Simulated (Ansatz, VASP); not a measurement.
# Te2Mo: VASP beside Ansatz

Aim: how closely do two programs agree when they are given the same cell, functional and k mesh? The cell is taken from a series of runs on this material, whose earlier steps may have relaxed, scaled, displaced or heated it; both programs get it as it stands.

Main program and level: Ansatz 0.2.0; plane waves, with VASP 6.6.1 beside it; single point at PBE0.

## Step 1: Set-up

Symmetry: P6_3/mmc, No. 194, hexagonal system. Conventional cell: a = 3.518 Å, b = 3.518 Å, c = 13.974 Å, α = 90.00°, β = 90.00°, γ = 120.00°. Te has 3 Mo at 2.72 Å nearest. Nearest to Mo lie 6 Te at 2.72 Å. Farther neighbours and most contacts between anions are not listed.

## Step 2: VASP: single point, PBE0

A single point gives forces, pressure and levels at one fixed geometry, so differences don't come from the geometry; what else differs is listed under the comparison.

Lines of VASP's logs that name or quote its potential files are left out, and so is its time.

The run reads the wave functions of an earlier VASP run, which isn't shown here.

The input, INCAR:

```
SYSTEM = Te2Mo
PREC = Accurate
ENCUT = 400
EDIFF = 1E-06
NELM = 100
ISMEAR = 0
SIGMA = 0.01
LREAL = .FALSE.
ALGO = Normal
LHFCALC = .TRUE.
AEXX = 0.25
GGA = PE
LASPH = .TRUE.
NBANDS = 32
PRECFOCK = Fast
LORBIT = 11
LWAVE = .FALSE.
LCHARG = .FALSE.
KPAR = 8
NCORE = 2
ISIF = 2
```

The input, POSCAR:

```
Te2Mo
1.0
    3.5182000000      0.0000000000      0.0000000000
   -1.7591000000      3.0468505756      0.0000000000
    0.0000000000      0.0000000000     13.9736000000
Te Mo
4 2
Direct
    0.3333333333      0.6666666667      0.6210000000
    0.6666666667      0.3333333333      0.1210000000
    0.3333333333      0.6666666667      0.8790000000
    0.6666666667      0.3333333333      0.3790000000
    0.3333333333      0.6666666667      0.2500000000
    0.6666666667      0.3333333333      0.7500000000
```

The input, KPOINTS:

```
Automatic mesh
0
Gamma
6 6 2
0 0 0
```

PAW data sets: Te and Mo_sv (PBE family, release 64).

On the command line:

```sh
mpirun -np 16 vasp_std
```

Numbers of over 12 decimals in the logs are rounded to 6 here.

Log:

```text
[banner, memory and clock lines left out]
running   16 mpi-ranks, on    1 nodes
 distrk:  each k-point on    2 cores,    8 groups
 distr:  one band on    2 cores,    1 groups

 POSCAR found type information on POSCAR TeMo
 POSCAR found :  2 types and       6 ions
 LDA part: xc-table for (Slater+PW92), standard interpolation
 found WAVECAR, reading the header
 POSCAR, INCAR and KPOINTS ok, starting setup
 FFT: planning ... GRIDC
 FFT: planning ... GRID_SOFT
 FFT: planning ... GRID
 reading WAVECAR
 the WAVECAR file was read successfully
 initial charge from wavefunction
 entering main loop
       N       E                     dE             d eps       ncg     rms          rms(c)
DAV:   1    -0.480577214328E+02   -0.48058E+02   -0.46831E+00   896   0.111E+01    0.233E+01
DAV:   2    -0.480343199565E+02    0.23401E-01   -0.21940E-01   896   0.346E+00    0.159E+01
DAV:   3    -0.480451799207E+02   -0.10860E-01   -0.53152E-02   912   0.112E+00    0.956E+00
DAV:   4    -0.480394553522E+02    0.57246E-02   -0.15650E-02   936   0.739E-01    0.565E+00
DAV:   5    -0.480410184015E+02   -0.15630E-02   -0.64316E-03   984   0.278E-01    0.357E+00
DAV:   6    -0.480405508463E+02    0.46756E-03   -0.18972E-03   904   0.278E-01    0.228E+00
DAV:   7    -0.480407391873E+02   -0.18834E-03   -0.53076E-04   984   0.864E-02    0.138E+00
DAV:   8    -0.480406931542E+02    0.46033E-04   -0.18028E-04   920   0.923E-02    0.812E-01
DAV:   9    -0.480407169928E+02   -0.23839E-04   -0.56920E-05   896   0.285E-02    0.500E-01
DAV:  10    -0.480407150913E+02    0.19014E-05   -0.18915E-05   936   0.285E-02    0.311E-01
DAV:  11    -0.480407196336E+02   -0.45423E-05   -0.57225E-06   880   0.919E-03    0.185E-01
DAV:  12    -0.480407204004E+02   -0.76681E-06   -0.21269E-06   664   0.101E-02
   1 F= -.48040720E+02 E0= -.48040720E+02  d E =-.383520E-41
```

Parts of OUTCAR (step 2):

```text
ion  position               nearest neighbor table
   1  0.333  0.667  0.621-   6 2.72   6 2.72   6 2.72   3 3.61
   2  0.667  0.333  0.121-   5 2.72   5 2.72   5 2.72   4 3.61
   3  0.333  0.667  0.879-   6 2.72   6 2.72   6 2.72   1 3.61
   4  0.667  0.333  0.379-   5 2.72   5 2.72   5 2.72   2 3.61
   5  0.333  0.667  0.250-   2 2.72   4 2.72   2 2.72   4 2.72   2 2.72   4 2.72
   6  0.667  0.333  0.750-   1 2.72   3 2.72   1 2.72   3 2.72   1 2.72   3 2.72

  LATTYP: Found a hexagonal cell.
 ALAT       =     3.5182000000
 C/A-ratio  =     3.9718037633

 Subroutine GETGRP returns: Found 24 space group operations
 (whereof 12 operations were pure point group operations)

The static configuration has the point symmetry D_3d.
 The point group associated with its full space group is D_6h.

 Found     14 irreducible k-points:

   k-points           NKPTS =     14   k-points in BZ     NKDIM =     72   number of bands    NBANDS=     32

   dimension x,y,z NGX =    24 NGY =   24 NGZ =   96
   dimension x,y,z NGXF=    48 NGYF=   48 NGZF=  192

   ENCUT  =  400.0 eV  29.40 Ry    5.42 a.u.   5.74  5.74 22.79*2*pi/ulx,y,z

   NELECT =      52.0000    total number of electrons

 k-points in reciprocal lattice and weights: Automatic mesh
   0.00000000  0.00000000  0.00000000       0.014
   0.16666667  0.00000000  0.00000000       0.083
   0.33333333  0.00000000  0.00000000       0.083
   0.50000000  0.00000000  0.00000000       0.042
   0.16666667  0.16666667  0.00000000       0.083
   0.33333333  0.16666667  0.00000000       0.167
   0.33333333  0.33333333  0.00000000       0.028
   0.00000000  0.00000000  0.50000000       0.014
   0.16666667  0.00000000  0.50000000       0.083
[...]
0.33333333  0.16666667  0.50000000       0.167
   0.33333333  0.33333333  0.50000000       0.028

  exchange ACFDT corr.  =         0.00000000  see jH, gK, PRB 81, 115126

 average (electrostatic) potential at core
       1 -81.9952       2 -81.9952       3 -81.9952       4 -81.9952       5 -67.8312
       6 -67.8312

 E-fermi :   7.5779

 k-point     1 :       0.0000    0.0000    0.0000
  band No.  band energies     occupation
    ...
     22       6.2762      2.00000
     23       6.3191      2.00000
     24       6.3191      2.00000
     25       7.0303      2.00000
     26       7.4852      2.00000
     27      11.6840      0.00000
     28      11.6840      0.00000
     29      11.8321      0.00000
     30      11.8321      0.00000
     31      11.9525      0.00000
    ...

 k-point     2 :       0.1667    0.0000    0.0000
  band No.  band energies     occupation
    ...
     22       5.8102      2.00000
     23       6.0561      2.00000
     24       6.3400      2.00000
     25       6.9657      2.00000
     26       7.0888      2.00000
     27      10.4816      0.00000
     28      10.7642      0.00000
     29      10.8261      0.00000
     30      11.0569      0.00000
     31      11.1129      0.00000
    ...

 k-point     3 :       0.3333    0.0000    0.0000
  band No.  band energies     occupation
    ...
     22       5.9427      2.00000
     23       5.9993      2.00000
     24       6.2405      2.00000
     25       6.3992      2.00000
     26       6.5680      2.00000
     27       9.7557      0.00000
     28      10.1391      0.00000
     29      10.3998      0.00000
     30      10.4314      0.00000
     31      10.9036      0.00000
    ...

  Total       -1.1777712     -1.1777712     -1.1076470      0.0000000     -0.0000000      0.0000000
  in kB      -12.5977080    -12.5977080    -11.8476433      0.0000000     -0.0000000      0.0000000
  external PRESSURE =     -12.3476865 kB  Pullay stress =       0.0000000 kB

  energy-cutoff  :      400.00
  volume of cell :      149.79
      direct lattice vectors                 reciprocal lattice vectors
     3.518200000  0.000000000  0.000000000     0.284236257  0.164103880  0.000000000
    -1.759100000  3.046850576  0.000000000     0.000000000  0.328207759  0.000000000
     0.000000000  0.000000000 13.973600000     0.000000000  0.000000000  0.071563520

 POSITION                                       TOTAL-FORCE (eV/Angst)
 -----------------------------------------------------------------------------------
     -0.00000      2.03123      8.67761        -0.000000     -0.000000      0.360829
      1.75910      1.01562      1.69081        -0.000000      0.000000      0.360829
     -0.00000      2.03123     12.28279        -0.000000     -0.000000     -0.360829
      1.75910      1.01562      5.29599        -0.000000      0.000000     -0.360829
     -0.00000      2.03123      3.49340        -0.000000      0.000000      0.000000
      1.75910      1.01562     10.48020         0.000000     -0.000000      0.000000
 -----------------------------------------------------------------------------------
    total drift:                                0.000003      0.000001     -0.000000

  FREE ENERGIE OF THE ION-ELECTRON SYSTEM (eV)
  ---------------------------------------------------
  free  energy   TOTEN  =       -48.0407204004 eV

  energy  without entropy=      -48.0407204004  energy(sigma->0) =      -48.04072040

 total charge
# of ion       s       p       d       tot
------------------------------------------
    1        1.347   2.116   0.067   3.529
    2        1.347   2.116   0.067   3.529
    3        1.347   2.116   0.067   3.529
    4        1.347   2.116   0.067   3.529
    5        2.252   6.157   3.931  12.339
    6        2.252   6.157   3.931  12.339
--------------------------------------------------
tot          9.889  20.776   8.129  38.794

[... 3 further parts left out ...]
```

The run ends at a pressure of -1.23 GPa, with forces up to 0.36 eV/Å.

(Continued in part 2 of 2.)

[Lines on the potential files, build, host, timing and source positions are cut from VASP's logs without a mark.]

[Logs are printed without paths, hosts, clocks, repeated set-up lines and the standing remarks that a program may print on its own settings, such as how far it seeks lower states.]

[Hosts, paths, dates, database ids (printed as entryN), source tags and the programs' standing remarks are cut or masked in the printed files.]
